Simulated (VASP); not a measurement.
# FeB3 (Fm-3m) in VASP: a series of runs

Runs on FeB3. Level: PBE. Tasks: single point, relaxation of cell and atoms.

Everything below comes from runs of VASP 6.6.1. Logs are shortened: lines on timing, memory, paths and dates and some standing lists are left out, and cuts for length are marked.

## Step 1: The crystal as given

The structure is cubic, space group Fm-3m (No. 225). Conventional cell: a = 4.782 Å, b = 4.782 Å, c = 4.782 Å, α = 90.00°, β = 90.00°, γ = 90.00°. Fe (site symmetry m-3m) is surrounded by 8 B at 2.07 Å. B (site symmetry -43m) has 4 Fe at 2.07 Å and 4 B at 2.07 Å as nearest neighbours. Around B (site symmetry m-3m) lie 8 B at 2.07 Å.

The cell was built by a generator and needn't be a form met in nature.

## Step 2: Single point, PBE (random cell by space group and Wyckoff sites (Fm-3m, No. 225))

Input file INCAR:

```
SYSTEM = FeB3
PREC = Accurate
ENCUT = 520
EDIFF = 1E-7
ISMEAR = 0
SIGMA = 0.1
LREAL = .FALSE.
LASPH = .TRUE.
NELM = 100
ALGO = Fast
ISIF = 2
LWAVE = .FALSE.
LCHARG = .TRUE.
GGA = PE
LELF = .TRUE.
LVHAR = .TRUE.
NBANDS = 16
```

Input file KPOINTS:

```
Automatic mesh
0
G
  16 16 16
  0 0 0
```

Input file POSCAR:

```
FeB3
1.0
    0.0000000000      2.3910598622      2.3910598622
    2.3910598622      0.0000000000      2.3910598622
    2.3910598622      2.3910598622      0.0000000000
Fe B
1 3
Direct
    0.0000000000      0.0000000000      0.0000000000
    0.2500000000      0.2500000000      0.2500000000
    0.7500000000      0.7500000000      0.7500000000
    0.5000000000      0.5000000000      0.5000000000
```

Potentials or basis: VASP PAW PBE potentials, release 64 (Fe, B).

Run with:

```bash
> cat potpaw_PBE.64/Fe/POTCAR potpaw_PBE.64/B/POTCAR > POTCAR
> mpirun -np 1 vasp_std > vasp.out
```

OUTCAR:

```text
SYSTEM = FeB3
   PREC = Accurate
   ENCUT = 520
   EDIFF = 1E-7
   ISMEAR = 0
   LREAL = .FALSE.
   LASPH = .TRUE.
   NELM = 100
   ISIF = 2
   GGA = PE

 ion  position               nearest neighbor table
   1  0.000  0.000  0.000-   3 2.07   3 2.07   3 2.07   2 2.07   2 2.07   2 2.07   3 2.07   2 2.07
                             4 2.39   4 2.39   4 2.39   4 2.39   4 2.39   4 2.39
   2  0.250  0.250  0.250-   1 2.07   1 2.07   1 2.07   4 2.07   4 2.07   4 2.07   4 2.07   1 2.07

   3  0.750  0.750  0.750-   4 2.07   4 2.07   4 2.07   1 2.07   1 2.07   1 2.07   4 2.07   1 2.07

   4  0.500  0.500  0.500-   2 2.07   2 2.07   2 2.07   3 2.07   3 2.07   3 2.07   3 2.07   2 2.07
                             1 2.39   1 2.39   1 2.39   1 2.39   1 2.39   1 2.39

  LATTYP: Found a face centered cubic cell.
 ALAT       =     4.7821197244

  Lattice vectors:

 A1 = (   0.0000000000,   2.3910598622,   2.3910598622)
 A2 = (   2.3910598622,   0.0000000000,   2.3910598622)
 A3 = (   2.3910598622,   2.3910598622,   0.0000000000)

Analysis of symmetry for initial positions (statically):
=====================================================================
 Subroutine PRICEL returns:
 Original cell was already a primitive cell.

 Routine SETGRP: Setting up the symmetry group for a
 face centered cubic supercell.

 Subroutine GETGRP returns: Found 48 space group operations
 (whereof 48 operations were pure point group operations)
 out of a pool of 48 trial point group operations.

The static configuration has the point symmetry O_h .

Analysis of symmetry for dynamics (positions and initial velocities):
=====================================================================
 Subroutine PRICEL returns:
 Original cell was already a primitive cell.

 Routine SETGRP: Setting up the symmetry group for a
 face centered cubic supercell.

 Subroutine GETGRP returns: Found 48 space group operations
 (whereof 48 operations were pure point group operations)
 out of a pool of 48 trial point group operations.

The dynamic configuration has the point symmetry O_h .

 Subroutine INISYM returns: Found 48 space group operations
 (whereof 48 operations are pure point group operations),
 and found     1 'primitive' translations

----------------------------------------------------------------------------------------

                                     Primitive cell

  volume of cell :      27.3402

  direct lattice vectors                    reciprocal lattice vectors
     0.000000000  2.391059862  2.391059862    -0.209112289  0.209112289  0.209112289
     2.391059862  0.000000000  2.391059862     0.209112289 -0.209112289  0.209112289
     2.391059862  2.391059862  0.000000000     0.209112289  0.209112289 -0.209112289

  length of vectors
     3.381469286  3.381469286  3.381469286     0.362193108  0.362193108  0.362193108

  position of ions in fractional coordinates (direct lattice)
     0.000000000  0.000000000  0.000000000
     0.250000000  0.250000000  0.250000000
     0.750000000  0.750000000  0.750000000
     0.500000000  0.500000000  0.500000000

  ion indices of the primitive-cell ions
   primitive index   ion index
                 1           1
                 2           2
                 3           3
                 4           4

----------------------------------------------------------------------------------------

 KPOINTS: Automatic mesh

Automatic generation of k-mesh.
 Grid dimensions read from file:
 generate k-points for:   16   16   16

 Generating k-lattice:

  Cartesian coordinates                     Fractional coordinates (reciprocal lattice)
    -0.013069518  0.013069518  0.013069518     0.062500000  0.000000000  0.000000000
     0.013069518 -0.013069518  0.013069518     0.000000000  0.062500000  0.000000000
     0.013069518  0.013069518 -0.013069518     0.000000000  0.000000000  0.062500000

  Length of vectors
     0.022637069  0.022637069  0.022637069

  Shift w.r.t. Gamma in fractional coordinates (k-lattice)
     0.000000000  0.000000000  0.000000000

 Subroutine IBZKPT returns following result:
 ===========================================

 Found    145 irreducible k-points:

 Following reciprocal coordinates:
            Coordinates               Weight
  0.000000  0.000000  0.000000      1.000000
  0.062500  0.000000  0.000000      8.000000
  0.125000  0.000000  0.000000      8.000000
  0.187500  0.000000  0.000000      8.000000
  0.250000  0.000000  0.000000      8.000000
  0.312500  0.000000  0.000000      8.000000
[... 16 lines left out ...]
 -0.125000  0.062500  0.000000     24.000000
 -0.062500  0.062500  0.000000     12.000000
 [... further k-points ...]
   k-points           NKPTS =    145   k-points in BZ     NKDIM =    145   number of bands    NBANDS=     16
   number of dos      NEDOS =    301   number of ions     NIONS =      4
   total plane-waves  NPLWV =  21952
   dimension x,y,z NGX =    28 NGY =   28 NGZ =   28
   dimension x,y,z NGXF=    56 NGYF=   56 NGZF=   56
   ions per type =               1   3
   NGX,Y,Z   is equivalent  to a cutoff of  13.77, 13.77, 13.77 a.u.
   NGXF,Y,Z  is equivalent  to a cutoff of  27.53, 27.53, 27.53 a.u.
 SYSTEM =  FeB3
   PREC   = accura    normal or accurate (medium, high low for compatibility)
   ISTART =      0    job   : 0-new  1-cont  2-samecut
   ICHARG =      2    charge: 1-file 2-atom 10-const
   ISPIN  =      1    spin polarized calculation?
   LNONCOLLINEAR =      F non collinear calculations
   LSORBIT =      F    spin-orbit coupling
   LASPH  =      T    aspherical Exc in radial PAW
   ENCUT  =  520.0 eV  38.22 Ry    6.18 a.u.   6.29  6.29  6.29*2*pi/ulx,y,z
   NELM   =    100;   NELMIN=  2; NELMDL= -5     # of ELM steps
   EDIFF  = 0.1E-06   stopping-criterion for ELM
   LREAL  =      F    real-space projection
   EDIFFG = 0.1E-05   stopping-criterion for IOM
   NSW    =      0    number of steps for IOM
   IBRION =     -1    ionic relax: 0-MD 1-quasi-New 2-CG
   NFREE  =      0    steps in history (QN), initial steepest desc. (CG)
   ISIF   =      2    stress and relaxation
   ISYM   =      2    0-nonsym 1-usesym 2-fastsym
   POTIM  = 0.5000    time-step for ionic-motion
   TEBEG  =    0.0;   TEEND  =   0.0 temperature during run
   PSTRESS=    0.0 pullay stress
   NELECT =      17.0000    total number of electrons
   NUPDOWN=      -1.0000    fix difference up-down
   EMIN   =  10.00;   EMAX   =-10.00  energy-range for DOS
   EFERMI =   0.00;   METHOD = LEGACY
   ISMEAR =     0;   SIGMA  =   0.10  broadening in eV -4-tet -1-fermi 0-gaus
   EFERMI_NEDOS =   21; number of points for ismear=-14 and -15
   IALGO  =     68    algorithm
   IMIX   =      4    mixing-type and parameters
     AMIX     =   0.40;   BMIX     =  1.00
     AMIX_MAG =   1.60;   BMIX_MAG =  1.00
  volume/ion in A,a.u.               =       6.84        46.13
  Fermi-wavevector in a.u.,A,eV,Ry     =   1.397303  2.640520 26.564784  1.952457
  Thomas-Fermi vector in A             =   2.520573
   LORBIT       =      0    0 simple, 1 ext, 2 COOP (PROOUT), +10 PAW based schemes
   GGA     = PE    functional components
   LHFCALC =     F    Hartree Fock is set to
   AEXX    =    0.0000 exact exchange contribution
   IVDW    =     0    specifies the selected vdW correction
   LEPSILON=     F    determine dielectric tensor
   LRPA    =     F    only Hartree local field effects (RPA)
 non-spin polarized calculation
 RMM-DIIS sequential band-by-band and
 Gauss-broadening in eV      SIGMA  =   0.10
  energy-cutoff  :      520.00
  volume of cell :       27.34
 maximum number of plane-waves:       754
 NGX is ok and might be reduce to    28
   NGX = 13   NGY = 13   NGZ = 13

 number of electron      17.0000000 magnetization

 Free energy of the ion-electron system (eV)
  ---------------------------------------------------
  ext. energy  EPLUGINS =         0.00000000
  ---------------------------------------------------
  free energy    TOTEN  =       -24.86731885 eV

  energy without entropy =      -24.86008062  energy(sigma->0) =      -24.86369974

 E-fermi :   9.5308     XC(G=0): -13.4012

 val. band max:        9.5293211188   @ k =  -0.3750   0.1875   0.0000
 cond. band min:       9.5337494184   @ k =   0.2500   0.1250   0.0000
 fundamental gap:      0.0044282997
 Fermi energy:         9.5307629289

 k-point     1 :       0.0000    0.0000    0.0000
  band No.  band energies     occupation
      1      -6.9141      2.00000
      2       3.8147      2.00000
      3       3.8147      2.00000
      4       3.8147      2.00000
      5       7.5855      2.00000
      6       7.5855      2.00000
[... 8 lines left out ...]
     15      14.6132      0.00000
     16      14.7957      0.00000

 k-point     2 :       0.0625    0.0000    0.0000
  band No.  band energies     occupation
      1      -6.8474      2.00000
      2       3.5809      2.00000
      3       3.8209      2.00000
      4       3.8209      2.00000
      5       7.1803      2.00000
      6       7.1803      2.00000
[... 8 lines left out ...]
     15      14.8499      0.00000
     16      14.8929      0.00000

 k-point     3 :       0.1250    0.0000    0.0000
  band No.  band energies     occupation
      1      -6.6483      2.00000
      2       2.9626      2.00000
      3       3.8250      2.00000
      4       3.8250      2.00000
      5       6.7036      2.00000
      6       6.7036      2.00000
[... 8 lines left out ...]
     15      15.2755      0.00000
     16      15.2755      0.00000

 k-point     4 :       0.1875    0.0000    0.0000
  band No.  band energies     occupation
      1      -6.3190      2.00000
      2       2.1089      2.00000
      3       3.7898      2.00000
      4       3.7898      2.00000
      5       6.4111      2.00000
      6       6.4111      2.00000
[... 8 lines left out ...]
     15      15.7877      0.00000
     16      15.7877      0.00000

 k-point     5 :       0.2500    0.0000    0.0000
  band No.  band energies     occupation
      1      -5.8636      2.00000
      2       1.1322      2.00000
      3       3.6856      2.00000
      4       3.6856      2.00000
      5       6.3627      2.00000
      6       6.3627      2.00000
[... 8 lines left out ...]
     15      16.4234      0.00000
     16      16.4234      0.00000

 k-point     6 :       0.3125    0.0000    0.0000
  band No.  band energies     occupation
      1      -5.2882      2.00000
      2       0.1029      2.00000
      3       3.5302      2.00000
      4       3.5302      2.00000
      5       6.5497      2.00000
      6       6.5497      2.00000
[... 8 lines left out ...]
     15      17.2066      0.00000
     16      17.2066      0.00000
[... 267 lines left out ...]
 k-point    21 :      -0.2500    0.0625    0.0000
  band No.  band energies     occupation
      1      -5.6278      2.00000
      2       0.8324      2.00000
      3       3.1696      2.00000
      4       3.9352      2.00000
      5       5.8104      2.00000
      6       6.9121      2.00000
[... 8 lines left out ...]
     15      16.1965      0.00000
     16      17.7730      0.00000

 k-point    22 :      -0.1875    0.0625    0.0000
  band No.  band energies     occupation
      1      -6.1231      2.00000
      2       1.8237      2.00000
      3       3.2915      2.00000
      4       4.0920      2.00000
      5       5.7432      2.00000
      6       6.8525      2.00000
[... 8 lines left out ...]
     15      15.7280      0.00000
     16      17.1066      0.00000

 k-point    23 :      -0.1250    0.0625    0.0000
  band No.  band energies     occupation
      1      -6.4942      2.00000
      2       2.7076      2.00000
      3       3.4180      2.00000
      4       4.0712      2.00000
      5       6.0210      2.00000
      6       6.9513      2.00000
[... 8 lines left out ...]
     15      15.3238      0.00000
     16      16.4954      0.00000

 k-point    24 :      -0.0625    0.0625    0.0000
  band No.  band energies     occupation
      1      -6.7367      2.00000
      2       3.3451      2.00000
      3       3.5855      2.00000
      4       3.9504      2.00000
      5       6.5472      2.00000
      6       7.1603      2.00000
[... 8 lines left out ...]
     15      15.0229      0.00000
     16      15.8876      0.00000

 [... further k-points ...]

------------------------ aborting loop because EDIFF is reached ----------------------------------------

  FORCE on cell =-STRESS in cart. coord.  units (eV):
  Direction    XX          YY          ZZ          XY          YZ          ZX
  --------------------------------------------------------------------------------------
  -------------------------------------------------------------------------------------
  Total        0.1084589      0.1084589      0.1084589      0.0000000      0.0000000      0.0000000
  in kB        6.3558615      6.3558615      6.3558615      0.0000000      0.0000000      0.0000000
  external PRESSURE =       6.3558615 kB  Pullay stress =       0.0000000 kB

 VOLUME and BASIS-vectors are now :
 -----------------------------------------------------------------------------
  energy-cutoff  :      520.00
  volume of cell :       27.34
      direct lattice vectors                 reciprocal lattice vectors
     0.000000000  2.391059862  2.391059862    -0.209112289  0.209112289  0.209112289
     2.391059862  0.000000000  2.391059862     0.209112289 -0.209112289  0.209112289
     2.391059862  2.391059862  0.000000000     0.209112289  0.209112289 -0.209112289

 POSITION                                       TOTAL-FORCE (eV/Angst)
 -----------------------------------------------------------------------------------
      0.00000      0.00000      0.00000        -0.000000      0.000000     -0.000000
      1.19553      1.19553      1.19553         0.000000      0.000000      0.000000
      3.58659      3.58659      3.58659        -0.000000     -0.000000     -0.000000
      2.39106      2.39106      2.39106        -0.000000      0.000000     -0.000000
 -----------------------------------------------------------------------------------
    total drift:                               -0.000000     -0.000000      0.000000

  FREE ENERGIE OF THE ION-ELECTRON SYSTEM (eV)
  ---------------------------------------------------
  free  energy   TOTEN  =       -24.8673188496 eV

  energy  without entropy=      -24.8600806231  energy(sigma->0) =      -24.86369974
```

Run time: 1.7 min. Hardware: 1 thread of AMD EPYC 7R13 (Zen 3), shared host; peak memory 0.17 GiB.

Results:

```yaml
Free_energy: -24.8673 eV
Pressure: 0.6 GPa
Band_gap_on_the_k_mesh: none (metal or under the smearing width)
```

(Part 1 of 2 ends here.)
